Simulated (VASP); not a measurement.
# CH₂IF: harmonic vibrations of a molecule

CH₂IF, molecule in box, 5 atoms in the cell. PBE, harmonic vibrations; PAW potentials F, C, I, H (PBE set).

## Input

INCAR.step1:
```
SYSTEM = H2CIF
PREC = Accurate
ENCUT = 400
EDIFF = 1E-8
ISMEAR = 0
SIGMA = 0.01
ISYM = 0
LREAL = .FALSE.
LASPH = .TRUE.
NELM = 100
ALGO = Normal
LWAVE = .FALSE.
LCHARG = .FALSE.
IBRION = 2
NSW = 60
ISIF = 2
EDIFFG = -0.002
POTIM = 0.5
```

INCAR.step2, as INCAR.step1 but for:
```
- IBRION = 2
- NSW = 60
- ISIF = 2
- EDIFFG = -0.002
- POTIM = 0.5
+ IBRION = 5
+ NFREE = 2
+ POTIM = 0.015
+ NSW = 1
```

KPOINTS:
```
k-points
0
Gamma
  1 1 1
```

POSCAR.step1:
```
H2CIF
1.0
   12.0000000000      0.0000000000      0.0000000000
    0.0000000000     11.0000000000      0.0000000000
    0.0000000000      0.0000000000     12.0000000000
F C I H
1 1 1 2
Direct
    0.6189416700      0.5847681800      0.4753750000
    0.5326333300      0.5097681800      0.4986166700
    0.3832250000      0.5699500000      0.4179833300
    0.5499250000      0.4190500000      0.4669000000
    0.5156916700      0.5104863600      0.5876833300
```

Commands (each step's output is kept before the next begins):
```
cat potpaw_PBE.64/F/POTCAR potpaw_PBE.64/C/POTCAR potpaw_PBE.64/I/POTCAR potpaw_PBE.64/H/POTCAR > POTCAR
cp INCAR.step1 INCAR
cp POSCAR.step1 POSCAR
mpirun -np 4 vasp_gam > vasp.out
cp CONTCAR POSCAR
cp INCAR.step2 INCAR
mpirun -np 4 vasp_gam > vasp.out
```

## Result

- Vibrations (cm⁻¹; a negative value is imaginary): 3110, 3025, 1426, 1238, 1193, 1024, 832, 548, 256
- Zero-point energy (eV): 0.784
- Translations and rotations, which should read zero (cm⁻¹): -28, -10, -2, 2, 7, 20
- Vibrational entropy at 298 K (meV/K): 0.113
- Displaced cells: 30
- Ionic steps, all stages: 50
- Electronic steps, all stages: 846

VASP 6.6.1 took 709 s on 4 cores (Intel Xeon Platinum 8375C @ 2.90GHz (Ice Lake)), a shared host.
